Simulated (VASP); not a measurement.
# ScBS3 (Pm-3m) in VASP: notebook

Runs on ScBS3. Level: PBE. Tasks: single point, relaxation of cell and atoms.

All numbers are computed with VASP 6.6.1; they aren't measurements. Logs are shortened: lines on timing, memory, paths and dates and some standing lists are left out, and cuts for length are marked.

## (1) The structure

The structure is cubic, space group Pm-3m (No. 221). Conventional cell: a = 4.239 Å, b = 4.239 Å, c = 4.239 Å, α = 90.00°, β = 90.00°, γ = 90.00°. Sc (site symmetry m-3m) is surrounded by 12 S at 3.00 Å. Around B (site symmetry m-3m) lie 6 S at 2.12 Å. S (site symmetry 4/mmm) has 2 B at 2.12 Å as nearest neighbours.

The cell was built by a generator and needn't be a form met in nature.

## (2) Single point, PBE

The input, INCAR:

```
ALGO = Fast
EDIFF = 1E-6
ENCUT = 520
GGA = PE
ISIF = 2
ISMEAR = 0
LASPH = True
LCHARG = True
LELF = True
LREAL = False
LVHAR = True
LWAVE = False
NBANDS = 24
NELM = 60
PREC = Accurate
SIGMA = 0.1
```

The input, KPOINTS:

```
k-points
0
Gamma
  10 10 10
```

The input, POSCAR:

```
ScBS3
1.0
    4.2393589755      0.0000000000      0.0000000000
    0.0000000000      4.2393589755      0.0000000000
    0.0000000000      0.0000000000      4.2393589755
Sc B S
1 1 3
Direct
    0.5000000000      0.5000000000      0.5000000000
    0.0000000000      0.0000000000      0.0000000000
    0.5000000000      0.0000000000      0.0000000000
    0.0000000000      0.5000000000      0.0000000000
    0.0000000000      0.0000000000      0.5000000000
```

Potentials or basis: VASP PAW PBE potentials, release 64 (Sc_sv, B, S).

Started as:

```console
cat potpaw_PBE.64/Sc_sv/POTCAR potpaw_PBE.64/B/POTCAR potpaw_PBE.64/S/POTCAR > POTCAR
mpirun -np 1 vasp_std > vasp.out
```

OUTCAR:

```text
EDIFF = 1E-6
   ENCUT = 520
   GGA = PE
   ISIF = 2
   ISMEAR = 0
   LASPH = True
   LREAL = False
   NELM = 60
   PREC = Accurate

 ion  position               nearest neighbor table
   1  0.500  0.500  0.500-   3 3.00   4 3.00   5 3.00   3 3.00   4 3.00   3 3.00   5 3.00   3 3.00
                             4 3.00   5 3.00   4 3.00   5 3.00
   2  0.000  0.000  0.000-   3 2.12   4 2.12   5 2.12   5 2.12   4 2.12   3 2.12
   3  0.500  0.000  0.000-   2 2.12   2 2.12   1 3.00   1 3.00   1 3.00   1 3.00
   4  0.000  0.500  0.000-   2 2.12   2 2.12   1 3.00   1 3.00   1 3.00   1 3.00
   5  0.000  0.000  0.500-   2 2.12   2 2.12   1 3.00   1 3.00   1 3.00   1 3.00

  LATTYP: Found a simple cubic cell.
 ALAT       =     4.2393589755

  Lattice vectors:

 A1 = (   4.2393589755,   0.0000000000,   0.0000000000)
 A2 = (   0.0000000000,   4.2393589755,   0.0000000000)
 A3 = (   0.0000000000,   0.0000000000,   4.2393589755)

Analysis of symmetry for initial positions (statically):
=====================================================================
 Subroutine PRICEL returns:
 Original cell was already a primitive cell.

 Routine SETGRP: Setting up the symmetry group for a
 simple cubic supercell.

 Subroutine GETGRP returns: Found 48 space group operations
 (whereof 48 operations were pure point group operations)
 out of a pool of 48 trial point group operations.

The static configuration has the point symmetry O_h .

Analysis of symmetry for dynamics (positions and initial velocities):
=====================================================================
 Subroutine PRICEL returns:
 Original cell was already a primitive cell.

 Routine SETGRP: Setting up the symmetry group for a
 simple cubic supercell.

 Subroutine GETGRP returns: Found 48 space group operations
 (whereof 48 operations were pure point group operations)
 out of a pool of 48 trial point group operations.

The dynamic configuration has the point symmetry O_h .

 Subroutine INISYM returns: Found 48 space group operations
 (whereof 48 operations are pure point group operations),
 and found     1 'primitive' translations

----------------------------------------------------------------------------------------

                                     Primitive cell

  volume of cell :      76.1905

  direct lattice vectors                    reciprocal lattice vectors
     4.239358976  0.000000000  0.000000000     0.235884719  0.000000000  0.000000000
     0.000000000  4.239358976  0.000000000     0.000000000  0.235884719  0.000000000
     0.000000000  0.000000000  4.239358976     0.000000000  0.000000000  0.235884719

  length of vectors
     4.239358976  4.239358976  4.239358976     0.235884719  0.235884719  0.235884719

  position of ions in fractional coordinates (direct lattice)
     0.500000000  0.500000000  0.500000000
     0.000000000  0.000000000  0.000000000
     0.500000000  0.000000000  0.000000000
     0.000000000  0.500000000  0.000000000
     0.000000000  0.000000000  0.500000000

  ion indices of the primitive-cell ions
   primitive index   ion index
                 1           1
                 2           2
                 3           3
                 4           4
                 5           5

----------------------------------------------------------------------------------------

 KPOINTS: k-points

Automatic generation of k-mesh.
 Grid dimensions read from file:
 generate k-points for:   10   10   10

 Generating k-lattice:

  Cartesian coordinates                     Fractional coordinates (reciprocal lattice)
     0.023588472  0.000000000  0.000000000     0.100000000  0.000000000  0.000000000
     0.000000000  0.023588472  0.000000000     0.000000000  0.100000000  0.000000000
     0.000000000  0.000000000  0.023588472     0.000000000  0.000000000  0.100000000

  Length of vectors
     0.023588472  0.023588472  0.023588472

  Shift w.r.t. Gamma in fractional coordinates (k-lattice)
     0.000000000  0.000000000  0.000000000

 Subroutine IBZKPT returns following result:
 ===========================================

 Found     56 irreducible k-points:

 Following reciprocal coordinates:
            Coordinates               Weight
  0.000000  0.000000  0.000000      1.000000
  0.100000  0.000000  0.000000      6.000000
  0.200000  0.000000  0.000000      6.000000
  0.300000  0.000000  0.000000      6.000000
  0.400000  0.000000  0.000000      6.000000
  0.500000  0.000000  0.000000      3.000000
[... 16 lines left out ...]
  0.200000  0.100000  0.100000     24.000000
  0.300000  0.100000  0.100000     24.000000
 [... further k-points ...]
   k-points           NKPTS =     56   k-points in BZ     NKDIM =     56   number of bands    NBANDS=     24
   number of dos      NEDOS =    301   number of ions     NIONS =      5
   total plane-waves  NPLWV =  32768
   dimension x,y,z NGX =    32 NGY =   32 NGZ =   32
   dimension x,y,z NGXF=    64 NGYF=   64 NGZF=   64
   ions per type =               1   1   3
   NGX,Y,Z   is equivalent  to a cutoff of  12.55, 12.55, 12.55 a.u.
   NGXF,Y,Z  is equivalent  to a cutoff of  25.10, 25.10, 25.10 a.u.
 SYSTEM =  unknown system
   PREC   = accura    normal or accurate (medium, high low for compatibility)
   ISTART =      0    job   : 0-new  1-cont  2-samecut
   ICHARG =      2    charge: 1-file 2-atom 10-const
   ISPIN  =      1    spin polarized calculation?
   LNONCOLLINEAR =      F non collinear calculations
   LSORBIT =      F    spin-orbit coupling
   LASPH  =      T    aspherical Exc in radial PAW
   ENCUT  =  520.0 eV  38.22 Ry    6.18 a.u.   7.88  7.88  7.88*2*pi/ulx,y,z
   NELM   =     60;   NELMIN=  2; NELMDL= -5     # of ELM steps
   EDIFF  = 0.1E-05   stopping-criterion for ELM
   LREAL  =      F    real-space projection
   EDIFFG = 0.1E-04   stopping-criterion for IOM
   NSW    =      0    number of steps for IOM
   IBRION =     -1    ionic relax: 0-MD 1-quasi-New 2-CG
   NFREE  =      0    steps in history (QN), initial steepest desc. (CG)
   ISIF   =      2    stress and relaxation
   ISYM   =      2    0-nonsym 1-usesym 2-fastsym
   POTIM  = 0.5000    time-step for ionic-motion
   TEBEG  =    0.0;   TEEND  =   0.0 temperature during run
   PSTRESS=    0.0 pullay stress
   NELECT =      32.0000    total number of electrons
   NUPDOWN=      -1.0000    fix difference up-down
   EMIN   =  10.00;   EMAX   =-10.00  energy-range for DOS
   EFERMI =   0.00;   METHOD = LEGACY
   ISMEAR =     0;   SIGMA  =   0.10  broadening in eV -4-tet -1-fermi 0-gaus
   EFERMI_NEDOS =   21; number of points for ismear=-14 and -15
   IALGO  =     68    algorithm
   IMIX   =      4    mixing-type and parameters
     AMIX     =   0.40;   BMIX     =  1.00
     AMIX_MAG =   1.60;   BMIX_MAG =  1.00
  volume/ion in A,a.u.               =      15.24       102.83
  Fermi-wavevector in a.u.,A,eV,Ry     =   1.226002  2.316808 20.450668  1.503082
  Thomas-Fermi vector in A             =   2.361019
   LORBIT       =      0    0 simple, 1 ext, 2 COOP (PROOUT), +10 PAW based schemes
   GGA     = PE    functional components
   LHFCALC =     F    Hartree Fock is set to
   AEXX    =    0.0000 exact exchange contribution
   IVDW    =     0    specifies the selected vdW correction
   LEPSILON=     F    determine dielectric tensor
   LRPA    =     F    only Hartree local field effects (RPA)
 non-spin polarized calculation
 RMM-DIIS sequential band-by-band and
 Gauss-broadening in eV      SIGMA  =   0.10
  energy-cutoff  :      520.00
  volume of cell :       76.19
 maximum number of plane-waves:      2103
 NGX is ok and might be reduce to    32
   NGX = 15   NGY = 15   NGZ = 15

 number of electron      32.0000016 magnetization

 Free energy of the ion-electron system (eV)
  ---------------------------------------------------
  ext. energy  EPLUGINS =         0.00000000
  ---------------------------------------------------
  free energy    TOTEN  =       -26.17036221 eV

  energy without entropy =      -26.16192434  energy(sigma->0) =      -26.16614328

 E-fermi :   6.7347     XC(G=0): -10.8915

 val. band max:        6.6853184601   @ k =   0.5000   0.5000   0.5000
 cond. band min:       6.7355357054   @ k =   0.3000   0.3000   0.3000
 fundamental gap:      0.0502172453
 Fermi energy:         6.7346834857

 k-point     1 :       0.0000    0.0000    0.0000
  band No.  band energies     occupation
      1     -43.9750      2.00000
      2     -22.5291      2.00000
      3     -22.5291      2.00000
      4     -22.5291      2.00000
      5      -9.2813      2.00000
      6      -4.7057      2.00000
[... 16 lines left out ...]
     23      11.1545      0.00000
     24      13.5014      0.00000

 k-point     2 :       0.1000    0.0000    0.0000
  band No.  band energies     occupation
      1     -43.9749      2.00000
      2     -22.5306      2.00000
      3     -22.5289      2.00000
      4     -22.5289      2.00000
      5      -9.2219      2.00000
      6      -4.9079      2.00000
[... 16 lines left out ...]
     23      11.4393      0.00000
     24      13.5158      0.00000

 k-point     3 :       0.2000    0.0000    0.0000
  band No.  band energies     occupation
      1     -43.9748      2.00000
      2     -22.5346      2.00000
      3     -22.5285      2.00000
      4     -22.5285      2.00000
      5      -9.0484      2.00000
      6      -5.4074      2.00000
[... 16 lines left out ...]
     23      12.0861      0.00000
     24      13.3649      0.00000

 k-point     4 :       0.3000    0.0000    0.0000
  band No.  band energies     occupation
      1     -43.9746      2.00000
      2     -22.5395      2.00000
      3     -22.5281      2.00000
      4     -22.5281      2.00000
      5      -8.7801      2.00000
      6      -6.0134      2.00000
[... 16 lines left out ...]
     23      12.8834      0.00000
     24      13.1883      0.00000

 k-point     5 :       0.4000    0.0000    0.0000
  band No.  band energies     occupation
      1     -43.9745      2.00000
      2     -22.5435      2.00000
      3     -22.5277      2.00000
      4     -22.5277      2.00000
      5      -8.4753      2.00000
      6      -6.5554      2.00000
[... 16 lines left out ...]
     23      11.0123      0.00000
     24      13.0690      0.00000

 k-point     6 :       0.5000    0.0000    0.0000
  band No.  band energies     occupation
      1     -43.9744      2.00000
      2     -22.5451      2.00000
      3     -22.5275      2.00000
      4     -22.5275      2.00000
      5      -8.3113      2.00000
      6      -6.8035      2.00000
[... 16 lines left out ...]
     23       9.5784      0.00000
     24      12.5189      0.00000
[... 379 lines left out ...]
 k-point    21 :       0.5000    0.5000    0.0000
  band No.  band energies     occupation
      1     -43.9739      2.00000
      2     -22.5423      2.00000
      3     -22.5423      2.00000
      4     -22.5261      2.00000
      5      -7.2056      2.00000
      6      -6.5209      2.00000
[... 16 lines left out ...]
     23       9.5271      0.00000
     24      12.0905      0.00000

 k-point    22 :       0.1000    0.1000    0.1000
  band No.  band energies     occupation
      1     -43.9748      2.00000
      2     -22.5305      2.00000
      3     -22.5302      2.00000
      4     -22.5302      2.00000
      5      -9.1038      2.00000
      6      -4.9675      2.00000
[... 16 lines left out ...]
     23      11.7729      0.00000
     24      13.9310      0.00000

 k-point    23 :       0.2000    0.1000    0.1000
  band No.  band energies     occupation
      1     -43.9747      2.00000
      2     -22.5342      2.00000
      3     -22.5300      2.00000
      4     -22.5298      2.00000
      5      -8.9320      2.00000
      6      -5.4179      2.00000
[... 16 lines left out ...]
     23      12.2155      0.00000
     24      13.9191      0.00000

 k-point    24 :       0.3000    0.1000    0.1000
  band No.  band energies     occupation
      1     -43.9745      2.00000
      2     -22.5391      2.00000
      3     -22.5295      2.00000
      4     -22.5292      2.00000
      5      -8.6657      2.00000
      6      -5.9875      2.00000
[... 16 lines left out ...]
     23      12.6859      0.00000
     24      12.8701      0.00000

 [... further k-points ...]

------------------------ aborting loop because EDIFF is reached ----------------------------------------

  FORCE on cell =-STRESS in cart. coord.  units (eV):
  Direction    XX          YY          ZZ          XY          YZ          ZX
  --------------------------------------------------------------------------------------
  -------------------------------------------------------------------------------------
  Total       -0.0100595     -0.0100595     -0.0100595     -0.0000000     -0.0000000      0.0000000
  in kB       -0.2115369     -0.2115369     -0.2115369     -0.0000000     -0.0000000      0.0000000
  external PRESSURE =      -0.2115369 kB  Pullay stress =       0.0000000 kB

 VOLUME and BASIS-vectors are now :
 -----------------------------------------------------------------------------
  energy-cutoff  :      520.00
  volume of cell :       76.19
      direct lattice vectors                 reciprocal lattice vectors
     4.239358976  0.000000000  0.000000000     0.235884719  0.000000000  0.000000000
     0.000000000  4.239358976  0.000000000     0.000000000  0.235884719  0.000000000
     0.000000000  0.000000000  4.239358976     0.000000000  0.000000000  0.235884719

 POSITION                                       TOTAL-FORCE (eV/Angst)
 -----------------------------------------------------------------------------------
      2.11968      2.11968      2.11968         0.000000      0.000000      0.000000
      0.00000      0.00000      0.00000         0.000000      0.000000      0.000000
      2.11968      0.00000      0.00000         0.000000      0.000000      0.000000
      0.00000      2.11968      0.00000         0.000000      0.000000      0.000000
      0.00000      0.00000      2.11968         0.000000      0.000000      0.000000
 -----------------------------------------------------------------------------------
    total drift:                                0.000000      0.000000     -0.000000

  FREE ENERGIE OF THE ION-ELECTRON SYSTEM (eV)
  ---------------------------------------------------
  free  energy   TOTEN  =       -26.1703622079 eV

  energy  without entropy=      -26.1619243434  energy(sigma->0) =      -26.16614328
```

It took 3.5 min on 1 thread of AMD EPYC 7R13 (Zen 3), shared host; peak memory 0.2 GiB.

What came out:

```
Free energy            : -26.1704 eV
Pressure               : 0.0 GPa
Band gap on the k mesh : none (metal or under the smearing width)
```

Levels at points of the mesh, in eV from the Fermi level:
```csv
k point,band 14,band 15,band 16,band 17,band 18,band 19
"(0.00, 0.00, 0.00)",-1.29,-0.71,-0.71,-0.71,0.64,0.64
"(0.50, 0.00, 0.00)",-2.84,-1.47,-1.47,0.99,1.03,2.48
"(0.50, 0.50, 0.00)",-2.67,-0.16,0.21,1.32,1.41,2.38
"(0.50, 0.50, 0.50)",0.98,0.98,0.98,1.32,1.35,1.35
```

(Continued in part 2 of 2.)
